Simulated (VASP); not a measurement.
# Ga3BiO4 (I422) in VASP: notebook

Runs on Ga3BiO4. Level: PBE. Tasks: relaxation of cell and atoms.

Program: VASP 6.6.1. These are calculated values, not measurements. Logs are shortened: lines on timing, memory, paths and dates and some standing lists are left out, and cuts for length are marked.

## 1. The crystal as given

Symmetry: I422, No. 97, tetragonal system. Conventional cell: a = 6.783 Å, b = 6.783 Å, c = 5.708 Å, α = 90.00°, β = 90.00°, γ = 90.00°. Ga (site symmetry 222) is surrounded by 4 O at 2.18 Å. Ga (site symmetry 422) is surrounded by 2 Bi at 2.85 Å and 8 O at 2.89 Å. Bi (site symmetry 422) is surrounded by 2 Ga at 2.85 Å and 8 O at 2.89 Å. O (site symmetry 2) has 2 Ga at 2.18 Å as nearest neighbours.

The cell was built by a generator and needn't be a form met in nature.

## 2. Relaxation of cell and atoms, PBE

Contents of INCAR:

```
SYSTEM = Ga3BiO4
ALGO = Fast ; EDIFF = 1E-4
EDIFFG = -0.08 ; ENCUT = 520
GGA = PE ; IBRION = 2
ISIF = 3 ; ISMEAR = 0
LASPH = .TRUE. ; LCHARG = .FALSE.
LREAL = .FALSE. ; LWAVE = .FALSE.
NELM = 60 ; NSW = 24
PREC = Normal ; SIGMA = 0.15
```

Contents of KPOINTS:

```
k-points
0
G
  3 3 3
  0 0 0
```

Contents of POSCAR:

```
Ga3BiO4
1.0
   -3.3914666400      3.3914666400      2.8541105400
    3.3914666400     -3.3914666400      2.8541105400
    3.3914666400      3.3914666400     -2.8541105400
Ga Bi O
3 1 4
Direct
    0.5000000000      0.0000000000      0.5000000000
    0.0000000000      0.5000000000      0.5000000000
    0.5000000000      0.5000000000      0.0000000000
    0.0000000000      0.0000000000      0.0000000000
    0.9212659900      0.4212659900      0.8425319800
    0.5787340100      0.0787340100      0.1574680200
    0.0787340100      0.9212659900      0.5000000000
    0.4212659900      0.5787340100      0.5000000000
```

Potentials or basis: VASP PAW PBE potentials, release 64 (Ga_d, Bi_d, O).

On the command line:

```sh
$ cat potpaw_PBE.64/Ga_d/POTCAR potpaw_PBE.64/Bi_d/POTCAR potpaw_PBE.64/O/POTCAR > POTCAR
$ mpirun -np 1 vasp_std > vasp.out
```

OUTCAR:

```text
SYSTEM = Ga3BiO4
   EDIFF = 1E-4
   EDIFFG = -0.08
   ENCUT = 520
   GGA = PE
   IBRION = 2
   ISIF = 3
   ISMEAR = 0
   LASPH = .TRUE.
   LREAL = .FALSE.
   NELM = 60
   NSW = 24
   PREC = Normal

 ion  position               nearest neighbor table
   1  0.500  0.000  0.500-   6 2.18   5 2.18   7 2.18   8 2.18   2 2.85   2 2.85   4 3.39   4 3.39

   2  0.000  0.500  0.500-   5 2.18   6 2.18   7 2.18   8 2.18   1 2.85   1 2.85   4 3.39   4 3.39

   3  0.500  0.500  0.000-   4 2.85   4 2.85
   4  0.000  0.000  0.000-   3 2.85   3 2.85   5 2.89   6 2.89   7 2.89   8 2.89   8 2.89   7 2.89
                             6 2.89   5 2.89   2 3.39   1 3.39   1 3.39   2 3.39
   5  0.921  0.421  0.843-   2 2.18   1 2.18   4 2.89   4 2.89
   6  0.579  0.079  0.157-   1 2.18   2 2.18   4 2.89   4 2.89
   7  0.079  0.921  0.500-   1 2.18   2 2.18   4 2.89   4 2.89
   8  0.421  0.579  0.500-   1 2.18   2 2.18   4 2.89   4 2.89

  LATTYP: Found a body centered tetragonal cell.
 ALAT       =     6.7829332800
 C/A-ratio  =     0.8415564247

  Lattice vectors:

 A1 = (  -3.3914666400,   3.3914666400,   2.8541105400)
 A2 = (   3.3914666400,  -3.3914666400,   2.8541105400)
 A3 = (   3.3914666400,   3.3914666400,  -2.8541105400)

Analysis of symmetry for initial positions (statically):
=====================================================================
 Subroutine PRICEL returns:
 Original cell was already a primitive cell.

 Routine SETGRP: Setting up the symmetry group for a
 body centered tetragonal supercell.

 Subroutine GETGRP returns: Found  8 space group operations
 (whereof  8 operations were pure point group operations)
 out of a pool of 16 trial point group operations.

The static configuration has the point symmetry D_4 .

Analysis of symmetry for dynamics (positions and initial velocities):
=====================================================================
 Subroutine PRICEL returns:
 Original cell was already a primitive cell.

 Routine SETGRP: Setting up the symmetry group for a
 body centered tetragonal supercell.

 Subroutine GETGRP returns: Found  8 space group operations
 (whereof  8 operations were pure point group operations)
 out of a pool of 16 trial point group operations.

The dynamic configuration has the point symmetry D_4 .

 Subroutine INISYM returns: Found  8 space group operations
 (whereof  8 operations are pure point group operations),
 and found     1 'primitive' translations

----------------------------------------------------------------------------------------

                                     Primitive cell

  volume of cell :     131.3124

  direct lattice vectors                    reciprocal lattice vectors
    -3.391466640  3.391466640  2.854110540     0.000000000  0.147428842  0.175185927
     3.391466640 -3.391466640  2.854110540     0.147428842  0.000000000  0.175185927
     3.391466640  3.391466640 -2.854110540     0.147428842  0.147428842  0.000000000

  length of vectors
     5.581221991  5.581221991  5.581221991     0.228965876  0.228965876  0.208495868

  position of ions in fractional coordinates (direct lattice)
     0.500000000  0.000000000  0.500000000
     0.000000000  0.500000000  0.500000000
     0.500000000  0.500000000  0.000000000
     0.000000000  0.000000000  0.000000000
     0.921265990  0.421265990  0.842531980
     0.578734010  0.078734010  0.157468020
     0.078734010  0.921265990  0.500000000
     0.421265990  0.578734010  0.500000000

  ion indices of the primitive-cell ions
   primitive index   ion index
                 1           1
                 2           2
                 3           3
                 4           4
                 5           5
                 6           6
                 7           7
                 8           8

----------------------------------------------------------------------------------------

 KPOINTS: k-points

Automatic generation of k-mesh.
 Grid dimensions read from file:
 generate k-points for:    3    3    3

 Generating k-lattice:

  Cartesian coordinates                     Fractional coordinates (reciprocal lattice)
     0.000000000  0.049142947  0.058395309     0.333333333  0.000000000  0.000000000
     0.049142947  0.000000000  0.058395309     0.000000000  0.333333333  0.000000000
     0.049142947  0.049142947  0.000000000     0.000000000  0.000000000  0.333333333

  Length of vectors
     0.076321959  0.076321959  0.069498623

  Shift w.r.t. Gamma in fractional coordinates (k-lattice)
     0.000000000  0.000000000  0.000000000

 Subroutine IBZKPT returns following result:
 ===========================================

 Found      6 irreducible k-points:

 Following reciprocal coordinates:
            Coordinates               Weight
  0.000000  0.000000  0.000000      1.000000
  0.333333 -0.000000  0.000000      8.000000
  0.333333  0.333333  0.000000      8.000000
 -0.333333  0.333333  0.000000      4.000000
 -0.333333  0.333333  0.333333      4.000000
 -0.333333 -0.333333  0.333333      2.000000
   k-points           NKPTS =      6   k-points in BZ     NKDIM =      6   number of bands    NBANDS=     46
   number of dos      NEDOS =    301   number of ions     NIONS =      8
   total plane-waves  NPLWV =  32768
   dimension x,y,z NGX =    32 NGY =   32 NGZ =   32
   dimension x,y,z NGXF=    64 NGYF=   64 NGZF=   64
   ions per type =               3   1   4
   NGX,Y,Z   is equivalent  to a cutoff of   9.53,  9.53,  9.53 a.u.
   NGXF,Y,Z  is equivalent  to a cutoff of  19.06, 19.06, 19.06 a.u.
 SYSTEM =  Ga3BiO4
   PREC   = normal    normal or accurate (medium, high low for compatibility)
   ISTART =      0    job   : 0-new  1-cont  2-samecut
   ICHARG =      2    charge: 1-file 2-atom 10-const
   ISPIN  =      1    spin polarized calculation?
   LNONCOLLINEAR =      F non collinear calculations
   LSORBIT =      F    spin-orbit coupling
   LASPH  =      T    aspherical Exc in radial PAW
   ENCUT  =  520.0 eV  38.22 Ry    6.18 a.u.  10.38 10.38 10.38*2*pi/ulx,y,z
   NELM   =     60;   NELMIN=  2; NELMDL= -5     # of ELM steps
   EDIFF  = 0.1E-03   stopping-criterion for ELM
   LREAL  =      F    real-space projection
   EDIFFG = -.8E-01   stopping-criterion for IOM
   NSW    =     24    number of steps for IOM
   IBRION =      2    ionic relax: 0-MD 1-quasi-New 2-CG
   NFREE  =      1    steps in history (QN), initial steepest desc. (CG)
   ISIF   =      3    stress and relaxation
   ISYM   =      2    0-nonsym 1-usesym 2-fastsym
   POTIM  = 0.5000    time-step for ionic-motion
   TEBEG  =    0.0;   TEEND  =   0.0 temperature during run
   PSTRESS=    0.0 pullay stress
   NELECT =      78.0000    total number of electrons
   NUPDOWN=      -1.0000    fix difference up-down
   EMIN   =  10.00;   EMAX   =-10.00  energy-range for DOS
   EFERMI =   0.00;   METHOD = LEGACY
   ISMEAR =     0;   SIGMA  =   0.15  broadening in eV -4-tet -1-fermi 0-gaus
   EFERMI_NEDOS =   21; number of points for ismear=-14 and -15
   IALGO  =     68    algorithm
   IMIX   =      4    mixing-type and parameters
     AMIX     =   0.40;   BMIX     =  1.00
     AMIX_MAG =   1.60;   BMIX_MAG =  1.00
  volume/ion in A,a.u.               =      16.41       110.77
  Fermi-wavevector in a.u.,A,eV,Ry     =   1.376167  2.600578 25.767190  1.893835
  Thomas-Fermi vector in A             =   2.501436
   LORBIT       =      0    0 simple, 1 ext, 2 COOP (PROOUT), +10 PAW based schemes
   GGA     = PE    functional components
   LHFCALC =     F    Hartree Fock is set to
   AEXX    =    0.0000 exact exchange contribution
   IVDW    =     0    specifies the selected vdW correction
   LEPSILON=     F    determine dielectric tensor
   LRPA    =     F    only Hartree local field effects (RPA)
 conjugate gradient relaxation of ions
 non-spin polarized calculation
 RMM-DIIS sequential band-by-band and
 Gauss-broadening in eV      SIGMA  =   0.15
  energy-cutoff  :      520.00
  volume of cell :      131.31
 maximum number of plane-waves:      3579
   NGX = 21   NGY = 21   NGZ = 21

--------------------------------------- Ionic step        1  -------------------------------------------

 number of electron      77.9999915 magnetization

 Free energy of the ion-electron system (eV)
  ---------------------------------------------------
  ext. energy  EPLUGINS =         0.00000000
  ---------------------------------------------------
  free energy    TOTEN  =       -38.04580168 eV

  energy without entropy =      -38.02266637  energy(sigma->0) =      -38.03423403

------------------------ aborting loop because EDIFF is reached ----------------------------------------

  FORCE on cell =-STRESS in cart. coord.  units (eV):
  Direction    XX          YY          ZZ          XY          YZ          ZX
  --------------------------------------------------------------------------------------
  -------------------------------------------------------------------------------------
  Total       -9.7853917     -9.7853917    -11.7331655      0.0000000     -0.0000000      0.0000000
  in kB     -119.3941138   -119.3941138   -143.1594098      0.0000000     -0.0000000      0.0000000
  external PRESSURE =    -127.3158791 kB  Pullay stress =       0.0000000 kB

 VOLUME and BASIS-vectors are now :
 -----------------------------------------------------------------------------
  energy-cutoff  :      520.00
  volume of cell :      131.31
      direct lattice vectors                 reciprocal lattice vectors
    -3.391466640  3.391466640  2.854110540     0.000000000  0.147428842  0.175185927
     3.391466640 -3.391466640  2.854110540     0.147428842  0.000000000  0.175185927
     3.391466640  3.391466640 -2.854110540     0.147428842  0.147428842  0.000000000
[... 295 lines left out ...]
 POSITION                                       TOTAL-FORCE (eV/Angst)
 -----------------------------------------------------------------------------------
      0.00000      3.37720      0.00000         0.000000     -0.000000      0.000000
      0.00000      3.37720      2.72759         0.000000     -0.000000      0.000000
      0.00000      0.00000      2.72759        -0.000000     -0.000000      0.000000
     -3.37720      3.37720      2.72759        -0.000000     -0.000000      0.000000
      0.96361      4.34080      1.36380        -0.057534     -0.057534     -0.000000
     -0.96361      2.41359      1.36380         0.057534      0.057534      0.000000
      4.34080     -0.96361      1.36380        -0.057534      0.057534      0.000000
      2.41359      0.96361      1.36380         0.057534     -0.057534      0.000000
 -----------------------------------------------------------------------------------
    total drift:                               -0.000002      0.000002      0.000000

  FREE ENERGIE OF THE ION-ELECTRON SYSTEM (eV)
  ---------------------------------------------------
  free  energy   TOTEN  =       -40.2892341692 eV

  energy  without entropy=      -40.2685881495  energy(sigma->0) =      -40.27891116

--------------------------------------- Ionic step        9  -------------------------------------------

 number of electron      77.9999842 magnetization

 Free energy of the ion-electron system (eV)
  ---------------------------------------------------
  ext. energy  EPLUGINS =         0.00000000
  ---------------------------------------------------
  free energy    TOTEN  =       -40.29127966 eV

  energy without entropy =      -40.27134119  energy(sigma->0) =      -40.28131043

 E-fermi :   5.4666     XC(G=0): -10.3962

 val. band max:        5.3732878765   @ k =  -0.3333   0.3333   0.3333
 cond. band min:       5.6039189788   @ k =   0.3333  -0.0000   0.0000
 fundamental gap:      0.2306311023
 Fermi energy:         5.4666091529

 k-point     1 :       0.0000    0.0000    0.0000
  band No.  band energies     occupation
      1     -18.4975      2.00000
      2     -18.4610      2.00000
      3     -18.4500      2.00000
      4     -18.4281      2.00000
      5     -18.4281      2.00000
      6     -14.5006      2.00000
[... 305 lines left out ...]
 POSITION                                       TOTAL-FORCE (eV/Angst)
 -----------------------------------------------------------------------------------
      0.00000      3.38803      0.00000         0.000000     -0.000000      0.000000
      3.38803      0.00000      0.00000        -0.000000     -0.000000      0.000000
      0.00000      0.00000      2.71705         0.000000     -0.000000      0.000000
      0.00000      0.00000     -0.00000        -0.000000     -0.000000      0.000000
      0.96482      4.35284      1.35853        -0.048641     -0.048641      0.000000
     -0.96482      2.42321      1.35853         0.048641      0.048641     -0.000000
      4.35284     -0.96482      1.35853        -0.048641      0.048641     -0.000000
      2.42321      0.96482      1.35853         0.048641     -0.048641      0.000000
 -----------------------------------------------------------------------------------
    total drift:                               -0.000002      0.000002      0.000000

  FREE ENERGIE OF THE ION-ELECTRON SYSTEM (eV)
  ---------------------------------------------------
  free  energy   TOTEN  =       -40.2912796649 eV

  energy  without entropy=      -40.2713411924  energy(sigma->0) =      -40.28131043

 reached required accuracy - stopping structural energy minimisation
```

Run time: 85 s. Hardware: 1 thread of Intel Xeon 6975P-C (Granite Rapids), shared host; peak memory 0.21 GiB.

What came out:

| Property | Result |
| --- | --- |
| Free energy | -40.2913 eV |
| Relaxed volume | 15.59 Å³/atom |
| Relaxed cell | a = 5.508 Å, b = 5.508 Å, c = 5.508 Å, α = 104.08°, β = 104.08°, γ = 120.89° |
| Space group after relaxing (to 0.05 Å) | I422 (No. 97) |
| Energy gained by relaxing | 280.7 meV/atom |
| Ionic steps | 9 |
| Pressure after relaxing | 0.0 GPa |
| Largest force after relaxing | 0.069 eV/Å |
| Band gap on the k mesh | none (metal or under the smearing width) |

Forces on the atoms (eV/Å):
```
Ga   0.000  0.000  0.000
Ga   0.000  0.000  0.000
Ga   0.000  0.000  0.000
Bi   0.000  0.000  0.000
O   -0.049 -0.049  0.000
O    0.049  0.049  0.000
O   -0.049  0.049  0.000
O    0.049 -0.049  0.000
```

Step by step:
| step | energy change (eV) | largest force (eV/Å) | pressure (GPa) | volume (Å³) |
| --- | --- | --- | --- | --- |
| 1 | 0.0000 | 2.5096 | -12.73 | 131.31 |
| 2 | -1.5687 | 0.9613 | 8.68 | 108.05 |
| 3 | -1.6107 | 1.3229 | 4.60 | 110.69 |
| 4 | -1.9970 | 0.4831 | 4.73 | 113.84 |
| 5 | -2.0987 | 0.3277 | 5.31 | 116.37 |
| 6 | -2.1811 | 0.3538 | -3.14 | 127.11 |
| 7 | -2.2087 | 0.1345 | -0.44 | 123.34 |
| 8 | -2.2434 | 0.0814 | 0.02 | 124.44 |
| 9 | -2.2455 | 0.0688 | 0.05 | 124.75 |

Final structure:
```xyz
8
Lattice="-3.3880 3.3880 2.7171 3.3880 -3.3880 2.7171 3.3880 3.3880 -2.7171" Properties=species:S:1:pos:R:3 pbc="T T T"
Ga    0.0000    3.3880    0.0000
Ga    3.3880    0.0000    0.0000
Ga    0.0000    0.0000    2.7171
Bi    0.0000    0.0000    0.0000
O     0.9648    4.3528    1.3585
O    -0.9648    2.4232    1.3585
O     4.3528   -0.9648    1.3585
O     2.4232    0.9648    1.3585
```

Caveat: the k mesh is coarse (spacing up to 0.48 Å⁻¹), so the values aren't converged; spin-orbit coupling is left out, which moves the levels of the heavy elements; the relaxation stopped at a loose force limit of 0.08 eV/Å, so its end isn't a converged minimum.

## 3. Relaxation of cell and atoms, PBE

This run uses another cell than the first one, of 17.80 Å³/atom, 1.085 times its volume.

INCAR is that of step 2.

KPOINTS is that of step 2.

Contents of POSCAR:

```
Ga3BiO4
1.0
    5.3950811700      0.0000000000      0.0000000000
   -2.6975405800      4.6722773500      0.0000000000
    0.0000000000      0.0000000000      5.6506860200
Ga Bi O
3 1 4
Direct
    0.5000000000      0.0000000000      0.0000000000
    0.0000000000      0.5000000000      0.0000000000
    0.5000000000      0.5000000000      0.0000000000
    0.0000000000      0.0000000000      0.0000000000
    0.5000000000      0.0000000000      0.5000000000
    0.0000000000      0.5000000000      0.5000000000
    0.5000000000      0.5000000000      0.5000000000
    0.0000000000      0.0000000000      0.5000000000
```

Potentials or basis: VASP PAW PBE potentials, release 64 (Ga_d, Bi_d, O).

On the command line:

```sh
$ cat potpaw_PBE.64/Ga_d/POTCAR potpaw_PBE.64/Bi_d/POTCAR potpaw_PBE.64/O/POTCAR > POTCAR
$ mpirun -np 1 vasp_std > vasp.out
```

It took 1.8 min on 1 thread of Intel Xeon 6975P-C (Granite Rapids), shared host; peak memory 0.2 GiB.

It converged, with:

| Property | Result |
| --- | --- |
| Free energy | -34.3107 eV |
| Relaxed volume | 17.30 Å³/atom |
| Relaxed cell | a = 6.445 Å, b = 6.445 Å, c = 3.847 Å, α = 90.00°, β = 90.00°, γ = 120.00° |
| Space group after relaxing (to 0.05 Å) | P6/mmm (No. 191) |
| Energy gained by relaxing | 1455.0 meV/atom |
| Ionic steps | 9 |
| Pressure after relaxing | -0.1 GPa |
| Band gap on the k mesh | none (metal or under the smearing width) |

Step by step:
```
step  energy change (eV)  largest force (eV/Å)  pressure (GPa)  volume (Å³)
   1              0.0000                0.0000           -1.82       142.44
   2             -5.8330                0.0000          -10.27       136.04
   3            -11.2703                0.0000            8.82       122.23
   4            -11.2191                0.0000            2.90       124.26
   5            -11.3098                0.0000            6.53       122.91
   6            -11.6289                0.0000           -0.16       136.78
   7            -11.6310                0.0000           -0.74       138.22
   8            -11.5823                0.0000            1.90       138.75
   9            -11.6404                0.0000           -0.08       138.38
```

Final structure:
```yaml
crystal:
  lattice:
    - [6.44461, 0.00000, 0.00000]
    - [-3.22231, 5.58120, 0.00000]
    - [0.00000, 0.00000, 3.84730]
  atoms:
    - { symbol: Ga, position: [0.50000, 0.00000, 0.00000] }
    - { symbol: Ga, position: [0.00000, 0.50000, 0.00000] }
    - { symbol: Ga, position: [0.50000, 0.50000, 0.00000] }
    - { symbol: Bi, position: [0.00000, 0.00000, 0.00000] }
    - { symbol: O, position: [0.50000, 0.00000, 0.50000] }
    - { symbol: O, position: [0.00000, 0.50000, 0.50000] }
    - { symbol: O, position: [0.50000, 0.50000, 0.50000] }
    - { symbol: O, position: [0.00000, 0.00000, 0.50000] }
```

Levels at points of the mesh, in eV from the Fermi level:
```
           k point  band 35  band 36  band 37  band 38  band 39  band 40  band 41  band 42  band 43  band 44
(0.00, 0.00, 0.00)    -1.61    -1.11    -0.77    -0.77    -0.73    -0.73     1.20     1.20     2.10     7.55
```

Caveat: the k mesh is coarse (spacing up to 0.45 Å⁻¹), so the values aren't converged; spin-orbit coupling is left out, which moves the levels of the heavy elements; the relaxation stopped at a loose force limit of 0.08 eV/Å, so its end isn't a converged minimum.
